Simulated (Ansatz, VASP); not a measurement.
# TePdS (1T-PdSTe monolayer) in two plane-wave programs

Aim: how closely do two programs agree when they are given the same cell, functional and k mesh? The structure shown is the start of the Ansatz relaxation below; VASP solves that cell, so the two are compared at the walk's first step.

Program: Ansatz 0.2.0. Level of theory: plane waves, with VASP 6.6.1 beside it; single point at PBE with D3(BJ). Results are calculated unless marked as measured.

### Step 1. The structure

The cell holds 3 atoms: 1 Te, 1 Pd and 1 S. Its edges and angles: a = 3.790 Å, b = 3.790 Å, c = 35.791 Å, α = 90.0°, β = 90.0°, γ = 120.0°. Vacuum lies along c.

Coordinates:

```cif
data_structure
_symmetry_space_group_name_H-M 'P 1'
_symmetry_Int_Tables_number 1
_cell_length_a 3.7900
_cell_length_b 3.7900
_cell_length_c 35.7910
_cell_angle_alpha 90.000
_cell_angle_beta 90.000
_cell_angle_gamma 120.000
_cell_volume 445.23
loop_
_atom_site_label
_atom_site_type_symbol
_atom_site_fract_x
_atom_site_fract_y
_atom_site_fract_z
_atom_site_occupancy
Te1 Te 0.66667 0.33333 0.46660 1
Pd2 Pd 0.00000 0.00000 0.50841 1
S3 S 0.33333 0.66667 0.53340 1
```

### Step 2. Ansatz: relaxation, PBE with D3(BJ)

Ansatz runs on its default PAW (the set named soft_2) files.

The two programs are compared at the cell with which this relaxation starts, whose forces are those of its first step.

input.yaml

```yaml
crystal:
  lattice:
    - [3.79, 0.0, 0.0]
    - [-1.895, 3.2822362803, 0.0]
    - [0.0, 0.0, 35.7910125278]
  atoms:
    - { symbol: Te, position: [0.6666666667, 0.3333333333, 0.4665975847] }
    - { symbol: Pd, position: [0.0, 0.0, 0.5084121418] }
    - { symbol: S, position: [0.3333333333, 0.6666666667, 0.5334024153] }
  periodic: [true, true, false]
kpoints:
  mp_grid: { grid: [12, 12, 1] }
hamiltonian:
  xc: pbe
  dispersion: d3bj
scf:
  occupations: { method: fermi_dirac, width: 0.05 }
  convergence: { dr2_threshold: 1.0e-09 }
relax:
  f_tol: 0.004
  max_steps: 90
  cell: {}
output:
  write_potential: true
  write_density: true
  volumetric_format: npy
```

Command:

```
ansatz run input.yaml --threads 2 --pin off --max-ram 3072MiB --backend cpu --events-out ev --progress --plain --runs-dir out
```

Numbers of over 12 decimals in the logs are rounded to 6 here.

The program printed:

```text
Warning: relax.cell: scf.convergence.dr2_threshold = 1e-9 eV is looser than the 1.9539239782e-10 eV advised for a relaxation that steers and ends on the stress (1e-10 eV for each atom of the cell: 3, times the square of relax.cell.stress_2d_tol = 0.05 N/m over 12.4 Å (the atoms' height at the walk's start and 5 Å past either face), 4.035e-2 GPa, over a crystal's default 0.05). What an SCF threshold leaves in a stress goes as its square root, and in the free energy as the threshold itself, and one threshold admits the most on a small cell: [figures from the program's tests cut] Set scf.convergence.dr2_threshold to 1.9539239782e-10 eV or tighter. [rest of the remark cut]
Engine: ansatz 0.2.0, aarch64-unknown-linux-gnu
Pseudopotentials: kind: paw
Pseudopotential: Te, paw, valence charge 16, recommended cutoff 420 eV (normal), Te.paw.azcp
Pseudopotential: Pd, paw, valence charge 18, recommended cutoff 420 eV (normal), Pd.paw.azcp
Pseudopotential: S, paw, valence charge 6, recommended cutoff 420 eV (normal), S.paw.azcp
Functional definition: PBE
  parameter kappa = 0.804
  parameter beta = 0.066725
  exchange = pbe_x(kappa = kappa, mu = beta*pi^2/3)
  correlation = pbe_c(beta = beta)
Crystal: 3 atoms, lattice volume = 445.229 Å³
Basis set: ecut = 420 eV, 8723 PW (Γ), exchange–correlation on 54×54×480 points (8 copies of the dense FFT grid, shifted against one another)
Bands: 24, of which v1, the nominal top of the filled ones, is band 20 counted from 1 (19 counted from 0)
Symmetry: 6 space group operations
Space group: P3m1 (ITA 156), of the structure as read, at distance tolerance 7.6e-5 Å
k-points: 19 of 144 (time reversal used)
Non-local potential: Te, projectors of the file, l = 0: 2, l = 1: 2, l = 2: 2, l = 3: 2
Non-local potential: Pd, projectors of the file, l = 0: 2, l = 1: 2, l = 2: 2, l = 3: 1
Non-local potential: S, projectors of the file, l = 0: 2, l = 1: 2, l = 2: 2
PAW form: soft (Blöchl's): semilocal exchange-correlation on the pseudo side does not see the compensation charge
PAW one-centre angular grid: Te, 590 points (default); XC on 64 Gauss nodes
PAW one-centre angular grid: Pd, 590 points (default); XC on 64 Gauss nodes
PAW one-centre angular grid: S, 110 points (default); XC on 64 Gauss nodes
Initial density: superposition of atomic densities (neutral atoms: chi_scale 0, normalization atom), corrected by the library's trained network
Initial wavefunctions: pseudopotential atomic-orbital guess
Functional: x = pbe(κ = 0.804, μ = 0.219515), c = pbe(β = 0.066725)
SCF iter   1: F=—  HF=-14855.918934 eV  |F-HF|=—  |Δ(HF+E_count)|=         —  Δρ=1.80e-3  dr2=7.95e-2  ethr=1.77e-3  ⟨swp⟩=17.5  Hψ=4038  notcnv=0
preconditioner: auto → LDOS  [insulator: Δε(μ)=0.145 eV  Ē_g=8.279 eV  σ=0.050 eV  W_gap=0.60  n_scr=20 (ndim 8)  ℏωp=8.3 eV  f_vac=0.819  D(μ)=1.21/eV (n_scr^D=6)  ε∞_Penn≈2.0  β→1.0]
SCF iter   2: F=—  HF=-14855.923734 eV  |F-HF|=—  |Δ(HF+E_count)|=   4.80e-3  Δρ=1.91e-3  dr2=9.16e-2  ethr=1.99e-4  ⟨swp⟩=5.1  Hψ=1324  notcnv=0
SCF iter   3: F=—  HF=-14855.914278 eV  |F-HF|=—  |Δ(HF+E_count)|=   9.46e-3  Δρ=2.16e-4  dr2=1.79e-4  ethr=1.99e-4  ⟨swp⟩=3.4  Hψ=690  notcnv=0
SCF iter   4: F=—  HF=-14855.914741 eV  |F-HF|=—  |Δ(HF+E_count)|=   4.63e-4  Δρ=1.37e-4  dr2=1.81e-4  ethr=4.48e-7  ⟨swp⟩=4.0  Hψ=1221  notcnv=0
SCF iter   5: F=—  HF=-14855.914721 eV  |F-HF|=—  |Δ(HF+E_count)|=   1.99e-5  Δρ=3.84e-5  dr2=2.75e-5  ethr=4.48e-7  ⟨swp⟩=3.1  Hψ=992  notcnv=0
SCF iter   6: F=—  HF=-14855.914695 eV  |F-HF|=—  |Δ(HF+E_count)|=   2.61e-5  Δρ=9.55e-6  dr2=1.29e-6  ethr=6.87e-8  ⟨swp⟩=2.7  Hψ=773  notcnv=0
SCF iter   7: F=—  HF=-14855.914732 eV  |F-HF|=—  |Δ(HF+E_count)|=   3.77e-5  Δρ=3.96e-6  dr2=1.39e-7  ethr=3.23e-9  ⟨swp⟩=3.7  Hψ=1077  notcnv=0
SCF iter   8: F=—  HF=-14855.914732 eV  |F-HF|=—  |Δ(HF+E_count)|=   6.58e-8  Δρ=1.01e-6  dr2=6.35e-9  ethr=3.46e-10  ⟨swp⟩=3.6  Hψ=1016  notcnv=0
SCF iter   9: F=-14855.914732 eV  HF=-14855.914732 eV  |F-HF|=2.56e-9  |Δ(HF+E_count)|=   1.90e-8  Δρ=2.54e-7  dr2=7.01e-10  ethr=2.50e-12  ⟨swp⟩=12.3  Hψ=3674  notcnv=0
SCF 1 converged in 9 iterations: F = -14855.914732 eV  dr2 = 7.01e-10
  greatest PAW one-centre occupation: 0.999 electrons in one spin orbital (limit 2), on the Pd atom at site 1 (counted from 0), in its partial waves of l = 0
[...]
SCF iter   7: F=-14856.190209 eV  HF=-14856.190209 eV  |F-HF|=4.51e-10  |Δ(HF+E_count)|=  3.38e-10  Δρ=2.99e-7  dr2=4.14e-10  ethr=2.50e-12  ⟨swp⟩=11.8  Hψ=3443  notcnv=0
SCF 6 converged in 7 iterations: F = -14856.190209 eV  dr2 = 4.14e-10
relax step   6: F+E_penalty+E_count = -14856.19020869 eV  Δ(F+E_penalty+E_count) = -6.949e-5 eV  max|allowed force component| = 2.015e-3 eV/Å  Δτ_max = 0.0032 Å  P = +0.001 N/m  Ω = 434.234 Å³  energy of the carried Pulay correction = +3.664e-4 eV  fix = [c, alpha, beta]  reactions: c +0.000 N/m  (7 SCF iters, accepted)
Initial wavefunctions: pseudopotential atomic-orbital guess (no wavefunctions were taken with the density)
[...]
SCF iter   1: F=—  HF=-14856.189841 eV  |F-HF|=—  |Δ(HF+E_count)|=         —  Δρ=1.50e-5  dr2=1.77e-7  ethr=2.18e-6  ⟨swp⟩=4.7  Hψ=5651  notcnv=0
eigensolver tolerance schedule: the retry pair's looser diagonalisation over-reported the residual by 4909.69 of it (diagonalisation noise at an unbounded share of the residual, at the tolerance the schedule requests for it); recorded, not acted on — ethr = c·dr2/N_el stays at c = 1.0e-1
preconditioner: auto → LDOS  [insulator: Δε(μ)=0.296 eV  Ē_g=8.069 eV  σ=0.050 eV  W_gap=0.90  n_scr=20 (ndim 8)  ℏωp=8.4 eV  f_vac=0.812  D(μ)=0.12/eV (n_scr^D=2)  ε∞_Penn≈2.1  β→1.0]
SCF iter   2: F=—  HF=-14856.189860 eV  |F-HF|=—  |Δ(HF+E_count)|=   1.93e-5  Δρ=5.45e-6  dr2=1.60e-7  ethr=4.43e-10  ⟨swp⟩=5.3  Hψ=1570  notcnv=0
SCF iter   3: F=—  HF=-14856.189860 eV  |F-HF|=—  |Δ(HF+E_count)|=   4.16e-8  Δρ=3.20e-6  dr2=5.10e-8  ethr=4.01e-10  ⟨swp⟩=2.6  Hψ=909  notcnv=0
SCF iter   4: F=—  HF=-14856.189860 eV  |F-HF|=—  |Δ(HF+E_count)|=  5.07e-10  Δρ=5.43e-7  dr2=2.96e-9  ethr=1.27e-10  ⟨swp⟩=3.8  Hψ=1060  notcnv=0
iter 5 met the thresholds in force, and the SCF goes on: an eigenvalue changes by 2.75 meV, over its tolerance of 1.08 meV (output.eigenvalues, Limitations)
SCF iter   5: F=-14856.189860 eV  HF=-14856.189860 eV  |F-HF|=6.62e-10  |Δ(HF+E_count)|=  8.26e-10  Δρ=2.13e-7  dr2=4.48e-10  ethr=2.50e-12  ⟨swp⟩=18.1  Hψ=4166  notcnv=0
iter 6 met the thresholds in force, and the SCF goes on: an eigenvalue changes by 1.45 meV, over its tolerance of 1.01 meV (output.eigenvalues, Limitations)
SCF iter   6: F=-14856.189860 eV  HF=-14856.189860 eV  |F-HF|=4.29e-10  |Δ(HF+E_count)|=  5.09e-10  Δρ=6.73e-8  dr2=1.89e-11  ethr=1.12e-12  ⟨swp⟩=7.9  Hψ=3000  notcnv=0
Mixer restart at iter 6: flushing history
SCF iter   7: F=-14856.189860 eV  HF=-14856.189860 eV  |F-HF|=1.76e-10  |Δ(HF+E_count)|=  5.02e-10  Δρ=1.80e-7  dr2=2.33e-10  ethr=1.00e-12  ⟨swp⟩=8.4  Hψ=3066  notcnv=0
SCF 7 converged in 7 iterations: F = -14856.189860 eV  dr2 = 2.33e-10
relax step   7: F+E_penalty+E_count = -14856.18986044 eV  Δ(F+E_penalty+E_count) = +3.482e-4 eV  max|allowed force component| = 1.945e-3 eV/Å  Δτ_max = 0.0000 Å  P = +0.001 N/m  Ω = 434.234 Å³  fix = [c, alpha, beta]  reactions: c +0.000 N/m  stress off target by 1.20e-3 N/m on what of the cell is left free  SCF on the basis re-selected at this cell (its energy is not comparable with the rows above)  (7 SCF iters)
basis re-selected at this cell: Δ(F+E_penalty+E_count) = +3.482e-4 eV, ΔP = -0.000 N/m vs the last step (what re-selecting the basis moved, of the pressure what is left beyond the Pulay correction that the steps carried, after the strain that the cell walked since its last selection, with what the two solves' SCF thresholds leave and, on support functions, any second-order correction that the steps lacked; it is no m [...]
WARN: The input density's exchange-correlation potential varies sharply where the density is thin. Do not read a vacuum level from v_tot or v_xc, or from such a field of the output density. On a cell that repeats whose density bears no net charge and no dipole along the vacuum's axis use v_es (v_loc + v_h of the components); under efield.dipole_correction with no amplitude use v_es + v_field, which holds any external [...]
SCF converged after 7 iterations
an eigenvalue changed by more than its tolerance at an iteration that met the thresholds in force, so the SCF went on 2 times, its first undamped step at iteration 6: the last check found none over its tolerance
Free energy (F): -14856.189860 eV
Harris-Foulkes:  -14856.189860 eV  (|F-HF|=1.76e-10)
Internal energy: -14856.188270 eV  (E = F + TS)
E sigma→0 (E₀):  -14856.189065 eV
Entropy (-TS):   -0.001590 eV (-0.530 meV/atom)
Fermi energy:    -5.167135 eV
--- Per-component energies (eV) ---
  E_band       = -1163.214532
  E_kinetic    = 798.472627
  E_local      = -95704.211945  (includes V_loc(G=0)·N_el)
  E_nonlocal   = -65.881555
  E_hartree    = 47461.806989
  E_xc         = -389.357235
  E_vxc        = -402.241811  (∫ρ·V_xc dr)
  E_paw        = -9011.943267  (= ΣΔE_a)
  E_vpaw       = -712.966965  (= ΣTr[D̂ρ^β])
  E_aug_tail   = 0.000022  (compensation charges beyond the density's cutoff)
  E_ewald      = 42055.817894
  E_disp       = -0.891800  (pairwise vdW)
  E_smearing   = -0.001590  (= −TS)
  E_closure    = -0.000000  (closes the sum)
  Σ components = -14856.189860   (vs F -14856.189860, Δ=0.00e0)
--- Forces (eV/Å), atoms counted from 1 ---
  atom   1  Te     0.00000000    -0.00000000    -0.00179064
  atom   2  Pd    -0.00000000     0.00000000     0.00194372
  atom   3  S     -0.00000000     0.00000000    -0.00015648
  max |Σ_I F_I| component: 3.40e-6 eV/Å
--- 2D stress c σ (N/m, compression-positive) ---
        0.001204       0.000000      -0.000000
        0.000000       0.001204      -0.000000
       -0.000000      -0.000000       0.000000
  P = ½ c Tr σ = 0.0012 N/m
--- Band table (eV; the first three rows and the last of 19) ---
  k-point 0: bands = [... 16 lower, -7.2774, -5.9352, -5.3164, -5.3164, -3.0826, -3.0826, -1.4107, -0.5115]
  k-point 1: bands = [... 16 lower, -7.3029, -5.9461, -5.4920, -5.3695, -3.5573, -3.1871, -1.2828, -0.3876]
  k-point 2: bands = [... 16 lower, -7.4646, -6.2120, -5.5677, -5.5607, -4.4207, -3.3818, -0.9576, -0.0677]
  k-point 18: bands = [... 16 lower, -8.5093, -7.5706, -7.1561, -6.8056, -5.0201, -3.8815, 0.3043, 1.4275]
  the weakly bound empty levels are not read free of the cell's end (no_gap_told)
--- Relaxed structure (6 steps of the walk, 6 accepted, 1 SCFs on fresh bases) ---
  F+E_penalty+E_count = -14856.18986044 eV   max|allowed force component| = 1.945e-3 eV/Å   (the final SCF, on the basis selected at the relaxed cell)
  cell:  # Å, volume = 434.2336 Å³
    - [3.742910, 0.0, 0]
    - [-1.871455, 3.241455, 0]
    - [0, 0, 35.7910125278]
  atoms:
    - { symbol: Te, position: [0.666667, 0.333333, 0.464120] }
    - { symbol: Pd, position: [0, 0, 0.505518] }
    - { symbol: S, position: [0.333333, 0.666667, 0.538774] }
```

(Continued in part 2 of 2.)

[Lines on the potential files, build, host, timing and source positions are cut from VASP's logs without a mark.]

[Logs are printed without paths, hosts, clocks, repeated set-up lines and the standing remarks that a program may print on its own settings, such as how far it seeks lower states.]

[Hosts, paths, dates, database ids (printed as entryN), source tags and the programs' standing remarks are cut or masked in the printed files.]
